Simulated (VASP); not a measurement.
Energy against volume of SiC (zinc blende). Computed with AM05 GGA, VASP's PBE PAW potentials (set 64) (plane waves; VASP). Run with 520 eV cut-off, 10×10×10 Γ-centred mesh, Gaussian smearing of 0.050 eV, potentials Si C.

```tsv
V (Å³/atom)	E (eV/atom)
9.711	-7.76345
10.021	-7.78522
10.331	-7.79207
10.641	-7.78605
```

**Question.** Fit these four points and predict the energy of the run at 10.951 Å³/atom.

**Answer.** A cubic in V^(−2/3), the third-order Birch-Murnaghan form, passes through the four points with V0 = 10.33 Å³/atom and B0 = 221 GPa, and gives -7.7689 eV/atom there. The run gave -7.7689 eV/atom, +0.0 meV/atom from the fit; all five points give B0 = 221 GPa.

The compound is SiC in the zinc blende structure. It was relaxed first.
